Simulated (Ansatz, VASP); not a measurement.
# Cross-check of Ti5Si4 (Ti5Si4 (P4_12_12)) between VASP and Ansatz, part 2 of 2

Aim: how closely do two programs agree when they are given the same cell, functional and k mesh? Of the first pair: The structure shown is the start of the Ansatz relaxation below; VASP solves that cell, so the two are compared at the walk's first step.

VASP 6.6.1 and Ansatz 0.2.0.

So far. Step 3 (VASP: single point, PBEsol, start cell, pair 1): The run ends at a pressure of -3.17 GPa, with forces up to 0.13 eV/Å.

**4. Differences**

Known differences besides the potentials themselves: the cutoff is 420 eV in Ansatz and 400 eV in VASP (PREC = Accurate, projectors in real space); Ansatz makes its cores anew for this functional, VASP keeps those of its PBE data sets. Total energies have different zeros and are not compared.

Forces on 10 of the 36 atoms, those with the largest forces and the largest differences (eV/Å; atoms numbered as in POSCAR):

| atom | Ansatz x, y, z | VASP x, y, z |
| --- | --- | --- |
| Si21 | -0.103, 0.006, 0.080 | -0.100, 0.007, 0.076 |
| Si22 | -0.006, -0.103, 0.080 | -0.007, -0.100, 0.076 |
| Si23 | 0.006, 0.103, 0.080 | 0.007, 0.100, 0.076 |
| Si25 | 0.103, 0.006, -0.080 | 0.100, 0.007, -0.076 |
| Si26 | 0.103, -0.006, 0.080 | 0.100, -0.007, 0.076 |
| Si27 | 0.006, -0.103, -0.080 | 0.007, -0.100, -0.076 |
| Si28 | -0.006, 0.103, -0.080 | -0.007, 0.100, -0.076 |
| Si30 | 0.004, 0.080, -0.047 | 0.003, 0.075, -0.045 |
| Si31 | -0.004, -0.080, -0.047 | -0.003, -0.075, -0.045 |
| Si32 | 0.080, 0.004, 0.047 | 0.075, 0.003, 0.045 |

The forces differ by 2.3 meV/Å r.m.s., which is 5.2 % of the r.m.s. force of 0.044 eV/Å (both taken over all components).

**5. Ansatz: relaxation, PBEsol**

This run makes the geometry at which the two programs are then compared. The cell compared in this pair holds 532.94 Å³, against 543.96 Å³ for the pair before.

The structure compared here is the end of the Ansatz relaxation.

File input.yaml:

```yaml
crystal:
  lattice:
    - [6.6889649, 0.0, 0.0]
    - [0.0, 6.6889649, 0.0]
    - [0.0, 0.0, 12.1576046]
  atoms:
    - { symbol: Ti, position: [0.99586227, 0.14908996, 0.6220688] }
    - { symbol: Ti, position: [0.35091004, 0.49586227, 0.8720688] }
    - { symbol: Ti, position: [0.64908996, 0.50413773, 0.3720688] }
    - { symbol: Ti, position: [0.49586227, 0.35091004, 0.1279312] }
    - { symbol: Ti, position: [0.50413773, 0.64908996, 0.6279312] }
    - { symbol: Ti, position: [0.00413773, 0.85091004, 0.1220688] }
    - { symbol: Ti, position: [0.14908996, 0.99586227, 0.3779312] }
    - { symbol: Ti, position: [0.85091004, 0.00413773, 0.8779312] }
    - { symbol: Ti, position: [0.00256245, 0.34535309, 0.2178602] }
    - { symbol: Ti, position: [0.15464691, 0.50256245, 0.4678602] }
    - { symbol: Ti, position: [0.84535309, 0.49743755, 0.9678602] }
    - { symbol: Ti, position: [0.50256245, 0.15464691, 0.5321398] }
    - { symbol: Ti, position: [0.49743755, 0.84535309, 0.0321398] }
    - { symbol: Ti, position: [0.99743755, 0.65464691, 0.7178602] }
    - { symbol: Ti, position: [0.34535309, 0.00256245, 0.7821398] }
    - { symbol: Ti, position: [0.65464691, 0.99743755, 0.2821398] }
    - { symbol: Ti, position: [0.1711276, 0.1711276, 0.0] }
    - { symbol: Ti, position: [0.3288724, 0.6711276, 0.25] }
    - { symbol: Ti, position: [0.6711276, 0.3288724, 0.75] }
    - { symbol: Ti, position: [0.8288724, 0.8288724, 0.5] }
    - { symbol: Si, position: [0.04535421, 0.30087658, 0.81315346] }
    - { symbol: Si, position: [0.19912342, 0.54535421, 0.06315346] }
    - { symbol: Si, position: [0.80087658, 0.45464579, 0.56315346] }
    - { symbol: Si, position: [0.54535421, 0.19912342, 0.93684654] }
    - { symbol: Si, position: [0.45464579, 0.80087658, 0.43684654] }
    - { symbol: Si, position: [0.95464579, 0.69912342, 0.31315346] }
    - { symbol: Si, position: [0.30087658, 0.04535421, 0.18684654] }
    - { symbol: Si, position: [0.69912342, 0.95464579, 0.68684654] }
    - { symbol: Si, position: [0.2942325, 0.35763964, 0.67280954] }
    - { symbol: Si, position: [0.14236036, 0.7942325, 0.92280954] }
    - { symbol: Si, position: [0.85763964, 0.2057675, 0.42280954] }
    - { symbol: Si, position: [0.7942325, 0.14236036, 0.07719046] }
    - { symbol: Si, position: [0.2057675, 0.85763964, 0.57719046] }
    - { symbol: Si, position: [0.7057675, 0.64236036, 0.17280954] }
    - { symbol: Si, position: [0.35763964, 0.2942325, 0.32719046] }
    - { symbol: Si, position: [0.64236036, 0.7057675, 0.82719046] }
basis:
  ecutwfc: 420
  xc_grid: 2
hamiltonian:
  xc: pbesol
  pseudopotentials: { kind: paw, azcp: { folder: soft_1 }, xc_functional: pbe }
kpoints:
  mp_grid: { grid: [6, 6, 4] }
scf:
  occupations: { method: fermi_dirac, width: 0.05 }
  max_iter: 150
output:
  forces: true
  stress: true
relax:
  f_tol: 0.01
  max_steps: 60
  cell: {}
checkpoint:
  write: "../pbesol.run"
  compress: false
  write_wavefunctions: false
  write_every: 100000
```

Launch:

```bash
> ansatz run input.yaml --threads 4 --pin off --max-ram 6594MiB --backend cpu --events-out ev --progress --plain --runs-dir out
```

Numbers of over 12 decimals in the logs are rounded to 6 here.

Log:

```text
[...]
Crystal: 36 atoms, lattice volume = 543.959 Å³
Basis set: ecut = 420 eV, 10609 PW (Γ), exchange–correlation on 90×90×180 points (8 copies of the dense FFT grid, shifted against one another)
Bands: 188, of which v1, the nominal top of the filled ones, is band 152 counted from 1 (151 counted from 0)
Symmetry: 8 space group operations
[...]
- { symbol: Si, position: [0.956687, 0.698203, 0.313589] }
    - { symbol: Si, position: [0.301797, 0.043313, 0.186411] }
    - { symbol: Si, position: [0.698203, 0.956687, 0.686411] }
[...]
- { symbol: Si, position: [0.205620, 0.858022, 0.577636] }
    - { symbol: Si, position: [0.705620, 0.641978, 0.172364] }
    - { symbol: Si, position: [0.358022, 0.294380, 0.327636] }
    - { symbol: Si, position: [0.641978, 0.705620, 0.827636] }
[key lines of the parts left out:]
SCF converged after 6 iterations
Free energy (F): -59453.200955 eV
Fermi energy:    12.792197 eV
P = ⅓ Tr σ = 0.0086 GPa (0.086 kbar)
```

**6. VASP: single point, PBEsol, relaxed cell, pair 2**

The same cell, functional, mesh and smearing now go to VASP, with its own data sets.

File INCAR:

```
SYSTEM = Ti5Si4
PREC = Accurate
ENCUT = 500
EDIFF = 1E-06
NELM = 120
ISMEAR = -1
SIGMA = 0.05
LREAL = Auto
ALGO = Normal
GGA = PS
NBANDS = 180
LASPH = .TRUE.
LORBIT = 11
LWAVE = .FALSE.
LCHARG = .FALSE.
ISIF = 2
GGA_COMPAT = .FALSE.
KPAR = 4
```

File POSCAR:

```
Ti5Si4
1.0
    6.6422088723      0.0000000000      0.0000000000
    0.0000000000      6.6422088723      0.0000000000
    0.0000000000      0.0000000000     12.0797083197
Ti Si
20 16
Direct
    0.9956018769      0.1497032378      0.6218960599
    0.3502967622      0.4956018769      0.8718960599
    0.6497032378      0.5043981231      0.3718960599
    0.4956018769      0.3502967622      0.1281039401
    0.5043981231      0.6497032378      0.6281039401
    0.0043981231      0.8502967622      0.1218960599
    0.1497032378      0.9956018769      0.3781039401
    0.8502967622      0.0043981231      0.8781039401
    0.0028938135      0.3443754891      0.2182785026
    0.1556245109      0.5028938135      0.4682785026
    0.8443754891      0.4971061865      0.9682785026
    0.5028938135      0.1556245109      0.5317214974
    0.4971061865      0.8443754891      0.0317214974
    0.9971061865      0.6556245109      0.7182785026
    0.3443754891      0.0028938135      0.7817214974
    0.6556245109      0.9971061865      0.2817214974
    0.1702285186      0.1702285186      0.0000000000
    0.3297714814      0.6702285186      0.2500000000
    0.6702285186      0.3297714814      0.7500000000
    0.8297714814      0.8297714814      0.5000000000
    0.0433134842      0.3017965015      0.8135892394
    0.1982034985      0.5433134842      0.0635892394
    0.8017965015      0.4566865158      0.5635892394
    0.5433134842      0.1982034985      0.9364107606
    0.4566865158      0.8017965015      0.4364107606
    0.9566865158      0.6982034985      0.3135892394
    0.3017965015      0.0433134842      0.1864107606
    0.6982034985      0.9566865158      0.6864107606
    0.2943801068      0.3580219327      0.6723644346
    0.1419780673      0.7943801068      0.9223644346
    0.8580219327      0.2056198932      0.4223644346
    0.7943801068      0.1419780673      0.0776355654
    0.2056198932      0.8580219327      0.5776355654
    0.7056198932      0.6419780673      0.1723644346
    0.3580219327      0.2943801068      0.3276355654
    0.6419780673      0.7056198932      0.8276355654
```

File KPOINTS:

```
Automatic mesh
0
Gamma
6 6 4
0 0 0
```

The projector-augmented-wave data sets are Ti_sv and Si (PBE family, release 64).

Launch:

```bash
> mpirun -np 4 vasp_std
```

Log:

```text
[banner, memory and clock lines left out]
running    4 mpi-ranks, on    1 nodes
[...]
[... a notice as in an earlier step ...]

 LDA part: xc-table for (Slater+PW92), standard interpolation
 POSCAR, INCAR and KPOINTS ok, starting setup
[...]
entering main loop
       N       E                     dE             d eps       ncg     rms          rms(c)
DAV:   1     0.427817705095E+04    0.42782E+04   -0.13785E+05 10824   0.190E+03
DAV:   2     0.366597717293E+03   -0.39116E+04   -0.38180E+04 10800   0.623E+02
DAV:   3    -0.241473728301E+03   -0.60807E+03   -0.58473E+03 15444   0.212E+02
DAV:   4    -0.325882486836E+03   -0.84409E+02   -0.83406E+02 15608   0.681E+01
[...]
DAV:  15    -0.289951790602E+03    0.38006E-04   -0.37455E-04 16880   0.601E-02    0.242E-02
DAV:  16    -0.289951797553E+03   -0.69517E-05   -0.28463E-05 15480   0.198E-02    0.107E-02
DAV:  17    -0.289951796883E+03    0.67045E-06   -0.58336E-06 10880   0.107E-02
   1 F= -.28995180E+03 E0= -.28985804E+03  d E =-.187512E+00
```

Parts of OUTCAR (step 6):

```text
  Total        0.3262080      0.3262080      0.3874316      0.0000000     -0.0000000      0.0000000
  in kB        0.9806719      0.9806719      1.1647270      0.0000000     -0.0000000      0.0000000
  external PRESSURE =       1.0420236 kB  Pullay stress =       0.0000000 kB

 POSITION                                       TOTAL-FORCE (eV/Angst)
 -----------------------------------------------------------------------------------
      6.61300      0.99436      7.51232         0.005472     -0.000552     -0.001652
      2.32674      3.29189     10.53225         0.000552      0.005472     -0.001652
      4.31546      3.35032      4.49240        -0.000552     -0.005472     -0.001652
      3.29189      2.32674      1.54746         0.005472      0.000552      0.001652
      3.35032      4.31546      7.58731        -0.005472     -0.000552      0.001652
      0.02921      5.64785      1.47247        -0.005472      0.000552     -0.001652
      0.99436      6.61300      4.56739        -0.000552      0.005472      0.001652
      5.64785      0.02921     10.60724         0.000552     -0.005472      0.001652
      0.01922      2.28741      2.63674         0.006465      0.001478      0.004493
      1.03369      3.34033      5.65667        -0.001478      0.006465      0.004493
      5.60852      3.30188     11.69652         0.001478     -0.006465      0.004493
      3.34033      1.03369      6.42304         0.006465     -0.001478     -0.004493
      3.30188      5.60852      0.38319        -0.006465      0.001478     -0.004493
      6.62299      4.35479      8.67659        -0.006465     -0.001478      0.004493
[...]
-----------------------------------------------------------------------------------
    total drift:                                0.000000     -0.000000      0.000000

  FREE ENERGIE OF THE ION-ELECTRON SYSTEM (eV)
  ---------------------------------------------------
  free  energy   TOTEN  =      -289.9517968829 eV

  energy  without entropy=     -289.7642851672  energy(sigma->0) =     -289.85804103

[... 1 part as in an earlier step ...]

[... 2 further parts left out ...]
[key lines of the parts left out:]
E-fermi :   9.3573
```

The run ends at a pressure of 0.10 GPa, with forces up to 0.0080 eV/Å.

**7. Side by side**

What differs besides the data sets and the points named for the pairs above, as far as they apply: the cutoff is 420 eV in Ansatz and 500 eV in VASP (PREC = Accurate, projectors in real space); Ansatz's pressure holds a Pulay correction, VASP's none. Total energies have different zeros and are not compared.

Both answers:

| quantity | Ansatz | VASP | difference |
| --- | --- | --- | --- |
| pressure (GPa) | 0.01 | 0.10 | -0.10 |

At this near-relaxed geometry the largest component of a force difference is 7 meV/Å.

**8. Results**

| Quantity | Value |
| --- | --- |
| r.m.s. force difference (single point, PBEsol, start cell, pair 1) | 2.3 meV/Å |
| difference in pressure (single point, PBEsol, relaxed cell, pair 2) | -0.096 GPa |

**Reading.** The r.m.s. force difference is 2.3 meV/Å (single point, PBEsol, start cell, pair 1), within the 12 meV/Å picked in this series as the mark of a large difference. How closely two codes agree says nothing of how well the functional describes the real material.

[Lines on the potential files, build, host, timing and source positions are cut from VASP's logs without a mark.]

[Logs are printed without paths, hosts, clocks, repeated set-up lines and the standing remarks that a program may print on its own settings, such as how far it seeks lower states.]

[Hosts, paths, dates, database ids (printed as entryN), source tags and the programs' standing remarks are cut or masked in the printed files.]
